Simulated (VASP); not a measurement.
# RbCa2Ta3O10: single point with PBE

Crystal: RbCa2Ta3O10.

```
Ca O Rb Ta
1.0
     6.76184    0.83421    0.56547
    -0.84591    6.34741   -0.07521
     0.87240   -0.90758    5.83304
Ca O Rb Ta
2 10 1 3
Direct
  0.12888 0.23017 0.77924
  0.77097 0.50026 0.78300
  0.64864 0.18370 0.99144
  0.06880 0.62760 0.10509
  0.71097 0.87053 0.67958
  0.81791 0.72488 0.47739
  0.24247 0.33658 0.14799
  0.80403 0.39678 0.22269
  0.46443 0.57544 0.19518
  0.39840 0.88479 0.53809
  0.08747 0.65268 0.84394
  0.48950 0.72873 0.43884
  0.33212 0.89800 0.04022
  0.81235 0.91840 0.15542
  0.02987 0.31940 0.30576
  0.53090 0.29788 0.36849
```

The cell was built by a generator and needn't be a form met in nature.

```json
{
 "Program": "VASP 6.6.1",
 "Task": "single point",
 "Functional": "PBE",
 "Potentials or basis": "VASP PAW PBE potentials, release 64 (Ca_sv, O, Rb_sv, Ta_pv)",
 "Cutoff": "520 eV",
 "k mesh": "2 × 3 × 3",
 "Occupations": "fermi-dirac, width 0.1 eV",
 "Spin": "no spin polarisation",
 "Dipole correction": "no",
 "Further INCAR settings": "LREAL = Auto; ALGO = Fast; EDIFF = 1e-07; NBANDS = 75"
}
```

```json
{
  "Pressure": "8.4 GPa",
  "Largest force": "16.238 eV/Å",
  "Band gap on the k mesh": "none (metal or under the smearing width)"
}
```

Forces in eV/Å, atoms in the order of the input:
```
Ca    0.658  -0.495   0.703
Ca   -1.465   0.799   1.503
O    -0.025  -2.273   1.955
O    -2.580   2.459  -1.202
O     1.759  -0.791   1.389
O     0.137   1.743  -0.014
O    13.618   1.778  -8.663
O    -2.189   0.390   0.549
O     0.714  -0.411  -0.165
O    -7.255   6.635   3.064
O    -0.778  -1.158   0.535
O     6.488  -5.895  -2.391
Rb    0.964  -0.155  -0.484
Ta    0.595   0.373   0.502
Ta  -11.734  -4.591   8.554
Ta    1.094   1.591  -5.832
```

Stress tensor (GPa, compression positive):
```
20.12  6.75 -5.46
 6.75 -0.72  7.52
-5.46  7.52  5.89
```

Levels at points of the mesh, in eV from the Fermi level:
| k point | band 58 | band 59 | band 60 | band 61 | band 62 | band 63 | band 64 | band 65 |
| --- | --- | --- | --- | --- | --- | --- | --- | --- |
| (0.00, 0.00, 0.00) | -0.79 | -0.73 | -0.30 | -0.07 | 0.14 | 0.30 | 0.34 | 0.87 |
| (0.50, 0.00, 0.00) | -0.67 | -0.51 | -0.24 | -0.03 | 0.25 | 0.33 | 0.58 | 0.96 |

It took 7.4 min on 1 thread of Intel(R) Xeon(R) Platinum 8488C (Sapphire Rapids), with other jobs on the host, peak memory 0.43 GiB.

Caveat: the k mesh is coarse (spacing up to 0.47 Å⁻¹), so the values aren't converged; the standard files for N, O and F lose accuracy on very short bonds. The run has no spin-orbit coupling, so splittings on Ta are missing.
